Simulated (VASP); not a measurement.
```
CELL_PARAMETERS angstrom
      0.00000     3.05912     3.05912
      3.05912     0.00000     3.05912
      3.05912     3.05912     0.00000
ATOMIC_POSITIONS crystal
  Hg 0.00000 0.00000 0.00000
  S  0.25000 0.25000 0.25000
```

Computed with PBE GGA, VASP's PBE PAW potentials (set 64) (plane waves; VASP). Run with 520 eV cut-off, 11×11×11 Γ-centred mesh, first-order Methfessel-Paxton smearing of 0.10 eV, potentials Hg S.

Task: The job: HgS (zinc blende), 2 atoms, PBE, static run, 520 eV, 11×11×11 Γ-centred mesh. Roughly how much core time does it take on a busy server core?

Result: About 40 core-seconds (one run on a shared machine, a rough figure). It had 56 irreducible k-points, 13 bands, up to 1558 plane waves and 14 electronic steps.

The compound is HgS in the zinc blende structure, metacinnabar; cinnabar is the stable form. This cell is one point of a volume scan, at 1.06 of the reference volume.
